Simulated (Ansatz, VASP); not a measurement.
Given: the input of a run of VASP 6.6.1 on K2CuBr2F2.

Contents of INCAR:

```
  ALGO = Normal
  EDIFF = 1E-7
  ENCUT = 520
  GGA = PE
  ISIF = 2
  ISMEAR = -1
  LASPH = T
  LCHARG = T
  LELF = T
  LREAL = F
  LVHAR = T
  LWAVE = F
  NBANDS = 38
  NELM = 60
  PREC = Accurate
  SIGMA = 0.05
```

Contents of KPOINTS:

```
k-points
0
Gamma
  5 5 4
```

File POSCAR:

```
K2CuBr2F2
1.0
    5.0293070000      0.0000000000      0.0000000000
    0.0000000000      5.0293070000      0.0000000000
    0.0000000000      0.0000000000      6.6348630000
Br Cu K F
2 1 2 2
Direct
    0.5012890000      0.0132910000     -0.0067450000
   -0.0042340000      0.5128210000      0.0038740000
    0.0023620000      0.0012080000      0.0047110000
    0.4928900000      0.0068110000      0.5016320000
   -0.0079600000      0.5071560000      0.4983830000
    0.4923310000      0.5070640000      0.5047640000
   -0.0008190000     -0.0029970000      0.4906150000
```

Potentials or basis: VASP PAW PBE potentials, release 64 (Br, Cu, K_sv, F).

The run is started by

```console
$ cat potpaw_PBE.64/Br/POTCAR potpaw_PBE.64/Cu/POTCAR potpaw_PBE.64/K_sv/POTCAR potpaw_PBE.64/F/POTCAR > POTCAR
$ mpirun -np 1 vasp_std > vasp.out
```

**Question.** Set up the same calculation for Ansatz 0.2.0. Potentials there: Ansatz PAW.

**Answer.** As run (the cutoff follows the program's own potentials):

Contents of input.yaml:

```yaml
crystal:
  lattice:
    - [5.029307, 0.0, 0.0]
    - [0.0, 5.029307, 0.0]
    - [0.0, 0.0, 6.634863]
  atoms:
    - { symbol: Br, position: [0.501289, 0.013291, -0.006745] }
    - { symbol: Br, position: [-0.004234, 0.512821, 0.003874] }
    - { symbol: Cu, position: [0.002362, 0.001208, 0.004711] }
    - { symbol: K, position: [0.49289, 0.006811, 0.501632] }
    - { symbol: K, position: [-0.00796, 0.507156, 0.498383] }
    - { symbol: F, position: [0.492331, 0.507064, 0.504764] }
    - { symbol: F, position: [-0.000819, -0.002997, 0.490615] }
hamiltonian:
  xc: pbe
  pseudopotentials: { kind: paw }
kpoints:
  mp_grid: { grid: [5, 5, 4] }
scf:
  occupations: { method: fermi_dirac, width: 0.05 }
output:
  forces: true
  stress: true
  eigenvalues: true
```

Potentials or basis: Ansatz PAW.

The run is started by

```sh
$ ansatz run input.yaml --threads 4 --pin off --max-ram 10240MiB --backend cpu --events-out ev --progress --plain --runs-dir out
```

Both were run:

|  | VASP | Ansatz | Ansatz less VASP |
| --- | --- | --- | --- |
| gap on the k mesh at the Fermi level (eV) | none | none | - |
| pressure (GPa) | 1.1 | 1.0 | -0.08 |
| largest component of the traceless stress (GPa) | 0.43 | 0.56 | +0.130 |
| rms of the force components (eV/Å) | 0.099 | 0.096 | -0.0032 |

Atom by atom the forces differ by 0.003 eV/Å (rms over components). A gap of «none» marks a metal or a gap that the smearing closes. The two sets of potentials don't hold the same shells in valence.

Caveats: an odd number of electrons without spin polarisation forces a metal; a magnetic or distorted state may lie lower; the run has no spin polarisation, though such a crystal can be magnetic; semilocal functionals often make such compounds metallic where correlation or magnetic order opens a gap, which also shifts bond lengths.
